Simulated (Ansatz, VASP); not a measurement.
# Ge (4H polytype (invented)): VASP beside Ansatz, part 2 of 2

Aim: how closely do two programs agree when they are given the same cell, functional and k mesh? The cell is taken from a series of runs on this material, whose earlier steps may have relaxed, scaled, displaced or heated it; both programs get it as it stands.

VASP 6.6.1 and Ansatz 0.2.0.

So far: The starting structure; VASP: relaxation of cell and atoms, r2SCAN.

**3. Ansatz: relaxation of cell and atoms, r2SCAN**

Level of this step: Ansatz beside VASP: Kohn-Sham DFT, plane waves, r2SCAN (Ansatz).

Ansatz runs on its PAW soft_1 files.

The same cell, functional, mesh and smearing now go to Ansatz, which takes its cutoff from its data sets.

input.yaml

```yaml
crystal:
  lattice:
    - [4.0, 0.0, 0.0]
    - [-2.0, 3.464102, 0.0]
    - [0.0, 0.0, 13.063945]
  atoms:
    - { symbol: Ge, position: [0.666667, 0.333333, 0.65625] }
    - { symbol: Ge, position: [0.0, 0.0, 0.90625] }
    - { symbol: Ge, position: [0.333333, 0.666667, 0.15625] }
    - { symbol: Ge, position: [0.0, 0.0, 0.40625] }
    - { symbol: Ge, position: [0.666667, 0.333333, 0.84375] }
    - { symbol: Ge, position: [0.0, 0.0, 0.09375] }
    - { symbol: Ge, position: [0.333333, 0.666667, 0.34375] }
    - { symbol: Ge, position: [0.0, 0.0, 0.59375] }
kpoints:
  mp_grid: { grid: [9, 9, 4] }
hamiltonian:
  xc: r2scan
  pseudopotentials: { kind: paw, azcp: { folder: soft_1 } }
scf:
  occupations: { method: gaussian, width: 0.01 }
output:
  forces: true
  stress: true
  eigenvalues: true
  write_density: true
  write_potential: true
  elf: true
  volumetric_format: npy
relax:
  adjacent_minimum: "off"
  f_tol: 0.005
  max_steps: 80
  cell: { stress_tol: 0.05 }
```

The run is started by

```console
ansatz run input.yaml --threads 4 --pin off --max-ram 10240MiB --backend cpu --events-out ev --progress --plain --runs-dir out
```

Numbers of over 12 decimals in the logs are rounded to 6 here.

The program printed:

```text
Warning: the atoms were moved onto the symmetric positions of the space group found under crystal.symmetry.tolerance 1.0e-5 (fractional; no operation is sought that the atoms, as they stand in a round, miss by more than twice it, and no atom is moved by as much as it), and the run uses the moved positions. Before a round's move an operation carried an atom to 4.00e-6 Å from where it should land, the largest such dist [...]
Engine: ansatz 0.2.0, x86_64-unknown-linux-gnu
Pseudopotentials: kind: paw
Pseudopotential: Ge, paw, valence charge 14, recommended cutoff 500 eV (meta_gga), soft_1/Ge.paw.azcp
Functional definition: r2SCAN
  parameter k0 = 0.174
  parameter k1 = 0.065
  parameter a1 = 4.9479
  exchange = r2scan_x(k0 = k0, k1 = k1, a1 = a1)
  correlation = r2scan_c
Crystal: 8 atoms, lattice volume = 181.019 Å³
Basis set: ecut = 500 eV, 4637 PW (Γ), exchange–correlation on 120×120×384 points (64 copies of the dense FFT grid, shifted against one another)
Bands: 68, of which v1, the nominal top of the filled ones, is band 56 counted from 1 (55 counted from 0)
Symmetry: 24 space group operations
Space group: P63/mmc (ITA 194), of the structure as read, at distance tolerance 5.7e-5 Å
k-points: 36 of 324
Non-local potential: Ge, projectors of the file, l = 0: 2, l = 1: 2, l = 2: 3, l = 3: 1
PAW form: soft (Blöchl's): semilocal exchange-correlation on the pseudo side does not see the compensation charge
PAW frozen core: Ge, regenerated for the run's functional (the file was generated under x = pbe(κ = 0.804, μ = 0.219515), c = pbe(β = 0.066725))
PAW one-centre angular grid: Ge, 590 points (default); XC on 160 Gauss nodes
Initial density: superposition of atomic densities (chi_scale 0.1, normalization cell)
Initial wavefunctions: pseudopotential atomic-orbital guess
Functional: x = r2scan, c = r2scan; τ floored in thin density (d = 2e-4 eV/Å³)
iter 1 solved again at ethr=1.71e-3 eV; its pass at ethr=3.10e-3 eV (dr2=1.92e0 eV) is discarded
[...]
SCF iter   2: F=—  HF=-34423.252546 eV  |F-HF|=—  |Δ(HF+E_count)|=   1.24e-5  Δρ=3.42e-5  dr2=9.59e-7  dr2_τ=4.03e-9  ethr=2.02e-9  ⟨swp⟩=2.3  Hψ=4299  notcnv=0
SCF iter   3: F=—  HF=-34423.252546 eV  |F-HF|=—  |Δ(HF+E_count)|=   2.84e-7  Δρ=5.38e-6  dr2=8.32e-8  dr2_τ=1.11e-9  ethr=8.57e-10  ⟨swp⟩=3.0  Hψ=4442  notcnv=0
SCF iter   4: F=—  HF=-34423.252546 eV  |F-HF|=—  |Δ(HF+E_count)|=   2.36e-8  Δρ=3.07e-6  dr2=8.24e-9  dr2_τ=9.25e-11  ethr=7.43e-11  ⟨swp⟩=2.0  Hψ=4464  notcnv=0
SCF iter   5: F=-34423.252546 eV  HF=-34423.252546 eV  |F-HF|=6.33e-10  |Δ(HF+E_count)|=  5.09e-10  Δρ=9.79e-7  dr2=1.59e-9  dr2_τ=1.11e-11  ethr=6.75e-12  ⟨swp⟩=7.4  Hψ=11796  notcnv=0
SCF 4 converged in 5 iterations: F = -34423.252546 eV  dr2 = 1.59e-9
relax step   4: F+E_penalty+E_count = -34423.25254605 eV  Δ(F+E_penalty+E_count) = -1.439e-5 eV  max|allowed force component| = 1.583e-3 eV/Å  Δτ_max = 0.0006 Å  P = -0.002 GPa  Ω = 182.368 Å³  energy of the carried Pulay correction = -1.999e-4 eV  (5 SCF iters, dr2 threshold 7.56e-9 eV, accepted)
Initial wavefunctions: pseudopotential atomic-orbital guess (no wavefunctions were taken with the density)
iter 1 solved again at ethr=1.50e-7 eV; its pass at ethr=3.10e-3 eV (dr2=1.68e-4 eV) is discarded
SCF iter   1: F=—  HF=-34423.252679 eV  |F-HF|=—  |Δ(HF+E_count)|=         —  Δρ=8.72e-6  dr2=7.99e-9  dr2_τ=2.40e-8  ethr=1.50e-7  ⟨swp⟩=3.3  Hψ=14516  notcnv=0
eigensolver tolerance schedule: the retry pair's looser diagonalisation over-reported the residual by 21056.49 of it (diagonalisation noise at an unbounded share of the residual, at the tolerance the schedule requests for it); recorded, not acted on — ethr = c·dr2/N_el stays at c = 1.0e-1
preconditioner: auto → Resta (q_TF=auto, 2.515 Å⁻¹)  ε∞=2.5  [insulator: Δε(μ)=0.276 eV  Ē_g=23.404 eV  σ=0.010 eV  W_gap=1.00  n_scr=52 (ndim 8)  ℏωp=29.1 eV  f_vac=0.074  D(μ)=0.00/eV (n_scr^D=0)  ε∞_Penn≈2.5]
SCF iter   2: F=—  HF=-34423.252752 eV  |F-HF|=—  |Δ(HF+E_count)|=   7.34e-5  Δρ=5.04e-6  dr2=6.76e-9  dr2_τ=5.35e-9  ethr=7.13e-12  ⟨swp⟩=3.0  Hψ=6466  notcnv=0
SCF iter   3: F=—  HF=-34423.252752 eV  |F-HF|=—  |Δ(HF+E_count)|=   1.70e-7  Δρ=2.37e-6  dr2=1.39e-9  dr2_τ=1.19e-9  ethr=6.03e-12  ⟨swp⟩=2.0  Hψ=4464  notcnv=0
SCF iter   4: F=-34423.252752 eV  HF=-34423.252752 eV  |F-HF|=3.42e-10  |Δ(HF+E_count)|=   4.82e-8  Δρ=2.17e-7  dr2=2.91e-11  dr2_τ=1.00e-11  ethr=1.00e-12  ⟨swp⟩=4.8  Hψ=12036  notcnv=0
SCF 5 converged in 4 iterations: F = -34423.252752 eV  dr2 = 2.91e-11
relax step   5: F+E_penalty+E_count = -34423.25275249 eV  Δ(F+E_penalty+E_count) = -2.064e-4 eV  max|allowed force component| = 1.580e-3 eV/Å  Δτ_max = 0.0000 Å  P = -0.002 GPa  Ω = 182.368 Å³  stress off target by 1.77e-3 GPa  SCF on the basis re-selected at this cell (its energy is not comparable with the rows above)  (4 SCF iters)
basis re-selected at this cell: Δ(F+E_penalty+E_count) = -2.064e-4 eV, ΔP = +0.001 GPa vs the last step (what re-selecting the basis moved, of the pressure what is left beyond the Pulay correction that the steps carried, after the strain that the cell walked since its last selection, with what the two solves' SCF thresholds leave and, on support functions, any second-order correction that the steps lacked; it is no m [...]
SCF converged after 4 iterations
Free energy (F): -34423.252752 eV
Harris-Foulkes:  -34423.252752 eV  (|F-HF|=3.42e-10)
Internal energy: -34423.252752 eV  (E = F + TS)
E sigma→0 (E₀):  -34423.252752 eV
Fermi energy:    8.475443 eV
--- Per-component energies (eV) ---
  E_band       = -1284.872128
  E_kinetic    = 739.486495
  E_local      = -18064.782099  (includes V_loc(G=0)·N_el)
  E_nonlocal   = 1747.085089
  E_hartree    = 8617.695033
  E_xc         = -526.862541
  E_vxc        = -546.475842  (∫ρ·V_xc dr)
  E_paw        = -16211.039088  (= ΣΔE_a)
  E_vpaw       = -2424.187604  (= ΣTr[D̂ρ^β])
  E_aug_tail   = -0.000035  (compensation charges beyond the density's cutoff)
  E_vtau       = 28.611085  (kinetic-family band-sum trace: ∫τ·v_τ [+ j·A + Jᵃ·Aᵃ] dr)
  E_ewald      = -10716.149522
  E_core_change = -8.686085  (= ΣΔE_core)
  E_smearing   = -0.000000  (= −TS)
  E_closure    = 0.000000  (closes the sum)
  Σ components = -34423.252752   (vs F -34423.252752, Δ=0.00e0)
--- Forces (eV/Å), atoms counted from 1 ---
  atom   1  Ge    -0.00000000     0.00000000     0.00158044
  atom   2  Ge     0.00000000    -0.00000000    -0.00078729
  atom   3  Ge     0.00000000    -0.00000000     0.00158044
  atom   4  Ge     0.00000000     0.00000000    -0.00078729
  atom   5  Ge    -0.00000000     0.00000000    -0.00158044
  atom   6  Ge    -0.00000000     0.00000000     0.00078729
  atom   7  Ge     0.00000000    -0.00000000    -0.00158044
  atom   8  Ge     0.00000000    -0.00000000     0.00078729
  max |Σ_I F_I| component: 4.86e-17 eV/Å
--- Stress (GPa, compression-positive) ---
       -0.001771       0.000000      -0.000000
        0.000000      -0.001771       0.000000
       -0.000000       0.000000      -0.001439
  P = ⅓ Tr σ = -0.0017 GPa (-0.017 kbar)
--- Band table (eV; the first three rows and the last of 36) ---
  k-point 0: bands = [... 52 lower, 7.4116, 8.1892, 8.3374, 8.3374, 8.6132, 8.6842, 9.0926, 9.4192, ... 8 higher]
  k-point 1: bands = [... 52 lower, 7.6727, 7.6727, 8.2333, 8.2333, 8.6486, 8.9491, 9.4680, 9.5855, ... 8 higher]
  k-point 2: bands = [... 52 lower, 7.9794, 7.9794, 7.9794, 7.9794, 8.7673, 8.7673, 9.7565, 9.7565, ... 8 higher]
  k-point 35: bands = [... 52 lower, 5.3569, 5.3569, 5.7247, 5.7247, 9.9264, 9.9264, 11.3111, 11.3111, ... 8 higher]
--- Relaxed structure (4 steps of the walk, 4 accepted, 1 SCFs on fresh bases) ---
  F+E_penalty+E_count = -34423.25275249 eV   max|allowed force component| = 1.580e-3 eV/Å   (the final SCF, on the basis selected at the relaxed cell)
  cell:  # Å, volume = 182.3683 Å³
    - [4.002286, 0, -5.087052281963155e-19]
    - [-2.001143, 3.466081, 2.543526140981575e-19]
    - [-1.6614241883000293e-18, 0, 13.146269]
  atoms:
    - { symbol: Ge, position: [0.666667, 0.333333, 0.655872] }
    - { symbol: Ge, position: [0, 0, 0.906820] }
    - { symbol: Ge, position: [0.333333, 0.666667, 0.155872] }
    - { symbol: Ge, position: [0, 0, 0.406820] }
    - { symbol: Ge, position: [0.666667, 0.333333, 0.844128] }
    - { symbol: Ge, position: [0, 0, 0.093180] }
    - { symbol: Ge, position: [0.333333, 0.666667, 0.344128] }
    - { symbol: Ge, position: [0, 0, 0.593180] }
```

Reading the cycles: dr2 is the Hartree energy of the density residual (eV), the measure of convergence; HF is the Harris–Foulkes estimate of the energy, which meets the free energy F at convergence.

**4. Comparison**

Known differences besides the potentials themselves: VASP keeps PBE cores, Ansatz makes them for the functional; the cutoff is 500 eV in Ansatz and 550 eV in VASP; Ansatz adds a Pulay correction to the stress that steers its cell, VASP none. Total energies have different zeros and are not compared.

The two programs side by side:

```tsv
quantity	Ansatz	VASP	difference
volume (Å³)	182.37	182.82	-0.25 %
edge a after relaxation, in the typed setting (Å)	4.002	4.005	-0.08 %
edge c after relaxation, in the typed setting (Å)	13.146	13.158	-0.09 %
```

**5. Summary of results**

* difference in volume (relaxation of cell and atoms, r2SCAN): -0.25 %

What this shows: The difference in volume is -0.25 % (relaxation of cell and atoms, r2SCAN), within the 1.2 % picked in this series as the mark of a large difference, as far as the stopping tolerances let one tell. Such differences can come from data sets, numerical settings and the points named under the comparisons, not from the functional's error against experiment.

[Lines on the potential files, build, host, timing and source positions are cut from VASP's logs without a mark.]

[Logs are printed without paths, hosts, clocks, repeated set-up lines and the standing remarks that a program may print on its own settings, such as how far it seeks lower states.]

[Hosts, paths, dates, database ids (printed as entryN), source tags and the programs' standing remarks are cut or masked in the printed files.]
